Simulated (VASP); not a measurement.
Input:

```
CELL_PARAMETERS angstrom
      0.00000     2.49003     2.49003
      2.49003     0.00000     2.49003
      2.49003     2.49003     0.00000
ATOMIC_POSITIONS crystal
  Hf 0.00000 0.00000 0.00000
  O  0.25000 0.25000 0.25000
  O  0.75000 0.75000 0.75000
```

Level of theory: LDA (Ceperley-Alder, Perdew-Zunger), VASP's LDA PAW potentials (set 64) (plane waves; VASP). Settings: 620 eV cut-off, 8×8×8 Γ-centred mesh, Gaussian smearing of 0.050 eV, potentials Hf_pv O.

### Question
The ions, cell shape and volume at an external pressure of 5.0 GPa are relaxed. Give the cell that the relaxation ends in.

### Answer

```
CELL_PARAMETERS angstrom
      0.00000     2.47635     2.47635
      2.47635     0.00000     2.47635
      2.47635     2.47635     0.00000
ATOMIC_POSITIONS crystal
  Hf 0.00000 0.00000 0.00000
  O  0.25000 0.25000 0.25000
  O  0.75000 0.75000 0.75000
```
Space group Fm-3m (225), at a tolerance of 0.03 Å.

### Question
How do energy and volume change from the first to the last step?

### Answer
The energy (σ→0) changes by +2.6 meV/atom and the volume by -1.6 %, in 3 ionic steps.

| step | E(σ→0) (eV) | max force (eV/Å) | pressure (GPa) | volume (Å³) |
|---|---|---|---|---|
| 1 | -33.0792 | 0.000 | 0.00 | 30.88 |
| 2 | -33.0157 | 0.000 | 15.01 | 29.46 |
| 3 | -33.0715 | 0.000 | 4.96 | 30.37 |

The compound is HfO2 in the fluorite structure, the high-temperature cubic form, which is unstable at 0 K; the monoclinic form is the stable one. This run relaxes it under an external pressure of 5 GPa. Symmetry was kept, so distortions that lower it aren't found.
